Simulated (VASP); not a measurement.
Data:

```xyz
2
Lattice="1.1450 -1.9832 0.0000 1.1450 1.9832 0.0000 0.0000 0.0000 3.5800" Properties=species:S:1:pos:R:3 pbc="T T T"
Be     1.1450     0.6611     0.8950
Be     1.1450    -0.6611     2.6850
```

The numbers are results of PBE GGA, VASP's PBE PAW potentials (set 64) (plane waves; VASP), not measurements. Numerical set-up: 400 eV cut-off, 16×16×9 Γ-centred mesh, first-order Methfessel-Paxton smearing of 0.10 eV, potentials Be.

**Question.** Give the stress tensor in GPa (positive for a compressed cell).

**Answer.** 
```
-3.38   0.00   0.00
 0.00  -3.38   0.00
 0.00   0.00  -2.42
```
The pressure is its mean diagonal, -3.06 GPa.

The compound is Be in the hcp structure. The cell was not relaxed at this level.
